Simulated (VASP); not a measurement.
The input files of a VASP run:

KPOINTS:
```
Automatic mesh
0
Gamma
7 7 10
0 0 0
```

INCAR:
```
SYSTEM = CrO2
PREC = Accurate
ENCUT = 520
EDIFF = 1E-7
NELM = 100
ALGO = Normal
LREAL = .FALSE.
LASPH = .TRUE.
ISMEAR = 1
SIGMA = 0.1
GGA = RE
LMAXMIX = 4
ISPIN = 2
MAGMOM = 2.1 2.1 -0.1 -0.1 -0.1 -0.1
LORBIT = 10
LWAVE = .FALSE.
LCHARG = .FALSE.
ISIF = 4
IBRION = 2
NSW = 30
EDIFFG = -0.01
```

**POSCAR**
```
CrO2
1
    4.5622083872     0.0000000000     0.0000000000
    0.0000000000     4.5622083872     0.0000000000
    0.0000000000     0.0000000000     3.0002440808
Cr O
2 4
Direct
  0.0000000000   0.0000000000   0.0000000000
  0.5000000000   0.5000000000   0.5000000000
  0.3037910679   0.3037910679   0.0000000000
  0.8037910679   0.1962089321   0.5000000000
  0.1962089321   0.8037910679   0.5000000000
  0.6962089321   0.6962089321   0.0000000000
```

POTCAR, in this order: Cr_pv O (PBE.64 set). Program: vasp_std.

Translate this revPBE calculation to Quantum ESPRESSO's pw.x.

One equivalent input (not run):
```
&CONTROL
  calculation = 'vc-relax'
  pseudo_dir = './pseudo'
  outdir = './out'
  tprnfor = .true.
  tstress = .true.
  nstep = 30
  forc_conv_thr = 0.00039
/
&SYSTEM
  ibrav = 0
  nat = 6
  ntyp = 2
  ecutwfc = 94
  occupations = 'smearing'
  smearing = 'methfessel-paxton'
  degauss = 0.00735
  input_dft = 'revpbe'
  nspin = 2
  starting_magnetization(1) = 0.21
  starting_magnetization(2) = -0.01
/
&ELECTRONS
  conv_thr = 7.3e-09
  electron_maxstep = 100
/
&IONS
/
&CELL
  cell_dofree = 'shape'
/
ATOMIC_SPECIES
  Cr 51.996 Cr.upf
  O 15.999 O.upf
CELL_PARAMETERS angstrom
     4.5622084    0.0000000    0.0000000
     0.0000000    4.5622084    0.0000000
     0.0000000    0.0000000    3.0002441
ATOMIC_POSITIONS crystal
  Cr   0.0000000  0.0000000  0.0000000
  Cr   0.5000000  0.5000000  0.5000000
  O    0.3037911  0.3037911  0.0000000
  O    0.8037911  0.1962089  0.5000000
  O    0.1962089  0.8037911  0.5000000
  O    0.6962089  0.6962089  0.0000000
K_POINTS automatic
  7 7 10 0 0 0
```
The two are equivalent in intent, not identical: the potentials are each code's own (VASP's PAW set, PseudoDojo norm-conserving files in pw.x), so ENCUT and ecutwfc are chosen apart and not converted; conv_thr bounds pw.x's estimated SCF error, while EDIFF bounds the energy change between steps; starting_magnetization is a fraction of the valence charge and MAGMOM a moment in μB, so they match only roughly; forc_conv_thr acts on force components and is met together with etot_conv_thr.

The compound is CrO2 in the rutile structure. This cell is one point of a volume scan, at 1.06 of the reference volume. Symmetry was kept, so distortions that lower it aren't found.
